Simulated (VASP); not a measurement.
OSZICAR of a VASP run on Se (trig):

OSZICAR:
```
       N       E                     dE             d eps       ncg     rms          rms(c)
DAV:   1     0.799453989691E+02    0.79945E+02   -0.74986E+03   832   0.114E+03
DAV:   2    -0.637802966689E+01   -0.86323E+02   -0.82786E+02  1128   0.181E+02
DAV:   3    -0.114575790990E+02   -0.50795E+01   -0.50440E+01   997   0.493E+01
DAV:   4    -0.114985632641E+02   -0.40984E-01   -0.40938E-01   942   0.519E+00
DAV:   5    -0.114988526392E+02   -0.28938E-03   -0.28932E-03  1012   0.415E-01    0.789E+00
DAV:   6    -0.114627917919E+02    0.36061E-01   -0.22815E-02   892   0.111E+00    0.482E+00
DAV:   7    -0.114504555149E+02    0.12336E-01   -0.42404E-02   877   0.150E+00    0.156E-01
DAV:   8    -0.114498436629E+02    0.61185E-03   -0.67554E-03   852   0.593E-01    0.982E-02
DAV:   9    -0.114498719775E+02   -0.28315E-04   -0.16459E-04  1022   0.103E-01    0.302E-02
DAV:  10    -0.114498706780E+02    0.12995E-05   -0.18576E-05   917   0.337E-02    0.526E-03
DAV:  11    -0.114498706286E+02    0.49411E-07   -0.46986E-06   897   0.148E-02
   1 F= -.74657287E+01 E0= -.74657287E+01  d E =-.746573E+01
       N       E                     dE             d eps       ncg     rms          rms(c)
DAV:   1    -0.114619243012E+02   -0.12054E-01   -0.11311E+01   837   0.222E+01    0.382E+00
DAV:   2    -0.111716077989E+02    0.29032E+00   -0.38127E-01   842   0.430E+00    0.189E+00
DAV:   3    -0.110611231315E+02    0.11048E+00   -0.31436E-01   847   0.330E+00    0.457E-01
DAV:   4    -0.110616285098E+02   -0.50538E-03   -0.45047E-03   952   0.508E-01    0.220E-01
DAV:   5    -0.110616674027E+02   -0.38893E-04   -0.50610E-04   977   0.156E-01    0.417E-02
DAV:   6    -0.110616686409E+02   -0.12382E-05   -0.23697E-05   887   0.370E-02    0.149E-02
DAV:   7    -0.110616673634E+02    0.12775E-05   -0.35251E-06   857   0.134E-02    0.493E-03
DAV:   8    -0.110616669659E+02    0.39755E-06   -0.98763E-07   416   0.691E-03
   2 F= -.74512019E+01 E0= -.74512019E+01  d E =0.145268E-01
       N       E                     dE             d eps       ncg     rms          rms(c)
DAV:   1    -0.114272219679E+02   -0.36555E+00   -0.29785E+00   842   0.108E+01    0.188E+00
DAV:   2    -0.113474946317E+02    0.79727E-01   -0.10509E-01   837   0.226E+00    0.955E-01
DAV:   3    -0.113172753792E+02    0.30219E-01   -0.89502E-02   842   0.174E+00    0.265E-01
DAV:   4    -0.113173688432E+02   -0.93464E-04   -0.11370E-03   952   0.254E-01    0.156E-01
DAV:   5    -0.113173947519E+02   -0.25909E-04   -0.92382E-05   962   0.720E-02    0.356E-02
DAV:   6    -0.113173978542E+02   -0.31022E-05   -0.10177E-05   897   0.228E-02    0.711E-03
DAV:   7    -0.113173980290E+02   -0.17484E-06   -0.52716E-07   426   0.574E-03
   3 F= -.75134307E+01 E0= -.75134307E+01  d E =-.477020E-01
       N       E                     dE             d eps       ncg     rms          rms(c)
DAV:   1    -0.113050868022E+02    0.12311E-01   -0.54028E-01   832   0.459E+00    0.432E-01
DAV:   2    -0.113049360395E+02    0.15076E-03   -0.25016E-02  1007   0.111E+00    0.170E-01
DAV:   3    -0.113040413144E+02    0.89473E-03   -0.12559E-03   872   0.226E-01    0.788E-02
DAV:   4    -0.113039021847E+02    0.13913E-03   -0.47654E-04   937   0.135E-01    0.275E-02
DAV:   5    -0.113039040681E+02   -0.18834E-05   -0.15712E-05   927   0.302E-02    0.665E-03
DAV:   6    -0.113039041526E+02   -0.84491E-07   -0.14718E-06   650   0.889E-03
   4 F= -.75236372E+01 E0= -.75236372E+01  d E =-.102066E-01
       N       E                     dE             d eps       ncg     rms          rms(c)
DAV:   1    -0.112565932540E+02    0.47311E-01   -0.41732E+00   832   0.128E+01    0.116E+00
DAV:   2    -0.112549140222E+02    0.16792E-02   -0.19346E-01   987   0.308E+00    0.466E-01
DAV:   3    -0.112478538791E+02    0.70601E-02   -0.10363E-02   887   0.649E-01    0.200E-01
DAV:   4    -0.112469463909E+02    0.90749E-03   -0.32222E-03   942   0.354E-01    0.770E-02
DAV:   5    -0.112469618974E+02   -0.15507E-04   -0.11355E-04   907   0.813E-02    0.169E-02
DAV:   6    -0.112469629137E+02   -0.10162E-05   -0.11424E-05   992   0.248E-02    0.574E-03
DAV:   7    -0.112469625356E+02    0.37811E-06   -0.72678E-07   451   0.638E-03
   5 F= -.75335356E+01 E0= -.75335356E+01  d E =-.201049E-01
       N       E                     dE             d eps       ncg     rms          rms(c)
DAV:   1    -0.112561756953E+02   -0.92128E-02   -0.70341E-02   832   0.166E+00    0.155E-01
DAV:   2    -0.112561615501E+02    0.14145E-04   -0.32606E-03   987   0.399E-01    0.644E-02
DAV:   3    -0.112560433268E+02    0.11822E-03   -0.15519E-04   887   0.791E-02    0.300E-02
DAV:   4    -0.112560230338E+02    0.20293E-04   -0.64044E-05   927   0.491E-02    0.981E-03
DAV:   5    -0.112560234623E+02   -0.42849E-06   -0.19380E-06   660   0.108E-02
   6 F= -.75337814E+01 E0= -.75337814E+01  d E =-.203507E-01
       N       E                     dE             d eps       ncg     rms          rms(c)
DAV:   1    -0.112750802610E+02   -0.19057E-01   -0.34776E-02   832   0.119E+00    0.176E-01
DAV:   2    -0.112743763159E+02    0.70395E-03   -0.12899E-03   922   0.253E-01    0.914E-02
DAV:   3    -0.112740945491E+02    0.28177E-03   -0.76324E-04   837   0.163E-01    0.228E-02
DAV:   4    -0.112740950394E+02   -0.49024E-06   -0.10850E-05   972   0.249E-02    0.122E-02
DAV:   5    -0.112740950469E+02   -0.75056E-08   -0.96285E-07   476   0.723E-03
   7 F= -.75337072E+01 E0= -.75337072E+01  d E =0.741620E-04
       N       E                     dE             d eps       ncg     rms          rms(c)
DAV:   1    -0.112643517536E+02    0.97433E-02   -0.11127E-02   832   0.676E-01    0.998E-02
DAV:   2    -0.112641292560E+02    0.22250E-03   -0.41162E-04   922   0.143E-01    0.517E-02
DAV:   3    -0.112640421394E+02    0.87117E-04   -0.24228E-04   837   0.916E-02    0.127E-02
DAV:   4    -0.112640426458E+02   -0.50638E-06   -0.34187E-06   952   0.140E-02
   8 F= -.75339001E+01 E0= -.75339001E+01  d E =-.118726E-03
       N       E                     dE             d eps       ncg     rms          rms(c)
DAV:   1    -0.112631797969E+02    0.86234E-03   -0.66643E-03   832   0.524E-01    0.419E-02
DAV:   2    -0.112631770676E+02    0.27293E-05   -0.24418E-04   987   0.109E-01    0.218E-02
DAV:   3    -0.112631688591E+02    0.82085E-05   -0.10531E-05   947   0.234E-02    0.660E-03
DAV:   4    -0.112631684821E+02    0.37696E-06   -0.16995E-06   471   0.937E-03
   9 F= -.75339947E+01 E0= -.75339947E+01  d E =-.945963E-04
```

Task: Which electronic solver shows in the log?

Result: It is blocked Davidson (ALGO = Normal, or the opening steps of other solvers). The INCAR had ALGO = Normal.

Task: Can the final energy be trusted as converged?

Result: The run converged. It stopped with EDIFF = 1E-6, NELM = 100, NSW = 40 and EDIFFG = -0.02 after 9 ionic steps (PBEsol GGA, plane waves, VASP's PBE PAW potentials (set 64)). Energy and stress use the plane-wave basis of the starting cell. Without a dispersion term in the relaxation, distances and binding between the weakly bound layers, chains or molecules are unreliable, and so is what depends on them.

The compound is Se in the trig structure. This run relaxes it under an external pressure of 10 GPa. Symmetry was kept, so distortions that lower it aren't found.
